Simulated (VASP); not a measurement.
Given:

```
CuI
1.0
    0.00000     3.00964     3.00964
    3.00964     0.00000     3.00964
    3.00964     3.00964     0.00000
Cu I
1 1
Direct
  0.00000   0.00000   0.00000
  0.25000   0.25000   0.25000
```

Level of theory: PBE GGA, VASP's PBE PAW potentials (set 64) (plane waves; VASP). Numerical set-up: 520 eV cut-off, 8×8×8 Γ-centred mesh, Gaussian smearing of 0.050 eV, potentials Cu I.

Problem. The job: CuI (zinc blende), 2 atoms, PBE, static run, 520 eV, 8×8×8 Γ-centred mesh. Roughly how much core time does it take on a busy server core?

Solution. About 10 core-seconds (one run on a shared machine, a rough figure). It had 29 irreducible k-points, 13 bands, up to 1480 plane waves and 16 electronic steps.

The compound is CuI in the zinc blende structure. This cell is one point of a volume scan, at 0.97 of the reference volume.
